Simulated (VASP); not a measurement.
The input files of a VASP run:

File KPOINTS:
```
Automatic mesh
0
Gamma
6 6 4
0 0 0
```

File POSCAR:
```
CuF
1
    3.1206030000     0.0000000000     0.0000000000
   -1.5603010000     2.7025210000     0.0000000000
    0.0000000000     0.0000000000     5.1108270000
Cu F
2 2
Direct
  0.6666670000   0.3333330000   0.0000000000
  0.3333330000   0.6666670000   0.5000000000
  0.6666670000   0.3333330000   0.6252000000
  0.3333330000   0.6666670000   0.1252000000
```

### INCAR
```
SYSTEM = CuF
PREC = Accurate
ENCUT = 520
EDIFF = 1E-6
NELM = 100
ALGO = Normal
LREAL = .FALSE.
LASPH = .TRUE.
ISMEAR = 0
SIGMA = 0.05
GGA = PE
LMAXMIX = 4
LWAVE = .FALSE.
LCHARG = .FALSE.
ISIF = 2
ISPIN = 2
MAGMOM = 1.0 1.0 1.0 1.0 1.0 1.0
```

POTCAR, in this order: Cu F (PBE.64 set). Program: vasp_std.

### Question
One choice in this input is risky. Which, and does it do harm here?

### Answer
The risk: MAGMOM holds more values than there are atoms. Here it does no harm: the run (PBE GGA, plane waves, VASP's PBE PAW potentials (set 64)) converges to the same energy and pressure as with the safe setting.
**OSZICAR**
```
       N       E                     dE             d eps       ncg     rms          rms(c)
DAV:   1     0.363182887258E+03    0.36318E+03   -0.18071E+04  2056   0.240E+03
DAV:   2     0.296692511272E+02   -0.33351E+03   -0.31589E+03  2096   0.452E+02
DAV:   3    -0.120856383431E+02   -0.41755E+02   -0.40583E+02  2528   0.182E+02
DAV:   4    -0.131870029286E+02   -0.11014E+01   -0.10991E+01  2432   0.313E+01
DAV:   5    -0.132060471868E+02   -0.19044E-01   -0.19043E-01  2640   0.357E+00    0.144E+01
DAV:   6    -0.131531929324E+02    0.52854E-01   -0.78850E+00  2840   0.579E+01    0.565E+00
DAV:   7    -0.128725610472E+02    0.28063E+00   -0.38724E+00  2664   0.420E+01    0.190E+00
DAV:   8    -0.128567292544E+02    0.15832E-01   -0.16037E-01  2984   0.776E+00    0.787E-01
DAV:   9    -0.128533058533E+02    0.34234E-02   -0.18264E-02  2616   0.161E+00    0.315E-01
DAV:  10    -0.128532643570E+02    0.41496E-04   -0.24324E-03  3216   0.905E-01    0.139E-01
DAV:  11    -0.128533503927E+02   -0.86036E-04   -0.23151E-04  2920   0.289E-01    0.414E-02
DAV:  12    -0.128533963560E+02   -0.45963E-04   -0.10311E-04  2808   0.200E-01    0.155E-02
DAV:  13    -0.128534017425E+02   -0.53865E-05   -0.12120E-05  2944   0.504E-02    0.801E-03
DAV:  14    -0.128534035536E+02   -0.18111E-05   -0.27680E-06  2056   0.245E-02    0.276E-03
DAV:  15    -0.128534036656E+02   -0.11196E-06   -0.53307E-07  1336   0.176E-02
   1 F= -.12853404E+02 E0= -.12851964E+02  d E =-.287844E-02  mag=     0.0001
```

The structure was generated: CuF was put into the wurtzite type (P6_3mc), which need not be its known phase. The cell was not relaxed at this level.
